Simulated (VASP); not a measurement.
Input:

```xyz
1
Lattice="-1.8133 1.8133 1.8133 1.8133 -1.8133 1.8133 1.8133 1.8133 -1.8133" Properties=species:S:1:pos:R:3 pbc="T T T"
Sc     0.0000     0.0000     0.0000
```

Method: PBEsol GGA, VASP's PBE PAW potentials (set 64) (plane waves; VASP). Run with 400 eV cut-off, Gaussian smearing of 0.050 eV, potentials Sc_sv.

Estimate the band gap (along the path) with the smallest direct gap where there is one.

The band gap (along the path) is none (metal, semimetal or under 0.01 eV).

Total energies compare only between runs with the same potentials, cut-off and functional.

The structure was generated: Sc was put into the bcc type (Im-3m), which need not be its known phase. It was relaxed first.
